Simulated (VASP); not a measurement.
Write the native input for VASP 6.6.1 that does the following.

- Task: relaxation of cell and atoms
- Functional: PBE
- Potentials or basis: VASP PAW PBE potentials, release 64 (Al, Cu)
- Cutoff: 600 eV
- k mesh: 14 × 14 × 14
- Occupations: methfessel-paxton, width 0.2 eV
- Spin: no spin polarisation
- Further INCAR settings: ALGO = Fast; EDIFF = 1e-06; IBRION = 2; EDIFFG = -0.005; NSW = 40; ISIF = 3

The structure of Al2Cu lies in POSCAR:

```
Al2Cu
1.0
   -3.0335000000      3.0335000000      2.4385000000
    3.0335000000     -3.0335000000      2.4385000000
    3.0335000000      3.0335000000     -2.4385000000
Al Cu
4 2
Direct
    0.6581000000      0.1581000000      0.8162000000
    0.1581000000      0.3419000000      0.5000000000
    0.3419000000      0.8419000000      0.1838000000
    0.8419000000      0.6581000000      0.5000000000
    0.2500000000      0.2500000000      0.0000000000
    0.7500000000      0.7500000000      0.0000000000
```

The cell was built by a generator and needn't be a form met in nature.

These files were run (other wordings do the same):

INCAR

```
SYSTEM = Al2Cu
ALGO = Fast ; EDIFF = 1E-6
EDIFFG = -0.005 ; ENCUT = 600
GGA = PE ; IBRION = 2
ISIF = 3 ; ISMEAR = 1
KPAR = 16 ; LASPH = .True.
LCHARG = .False. ; LREAL = .False.
LWAVE = .False. ; NELM = 100
NSW = 40 ; PREC = Accurate
SIGMA = 0.2
```

KPOINTS

```
k-points
0
Gamma
  14 14 14
  0 0 0
```

Potentials or basis: VASP PAW PBE potentials, release 64 (Al, Cu).

Run with:

```bash
$ cat potpaw_PBE.64/Al/POTCAR potpaw_PBE.64/Cu/POTCAR > POTCAR
$ mpirun -np 16 vasp_std > vasp.out
```

Results of the run:

The relaxed volume is 14.94 Å³/atom. The relaxed cell is a = 4.931 Å, b = 4.931 Å, c = 4.931 Å, α = 104.17°, β = 104.17°, γ = 120.68°, the space group after relaxing (to 0.05 Å) is I4/mcm (No. 140) and the energy gained by relaxing is 0.0 meV/atom. The ionic steps are 11. The pressure after relaxing is 0.0 GPa, the largest force after relaxing is 0.005 eV/Å and the band gap on the k mesh is none (metal or under the smearing width).

Run time: 11 min on 16 MPI ranks on AMD EPYC 7R43 64-Core Processor (Zen 3) (shared host), peak memory 0.64 GiB a rank.
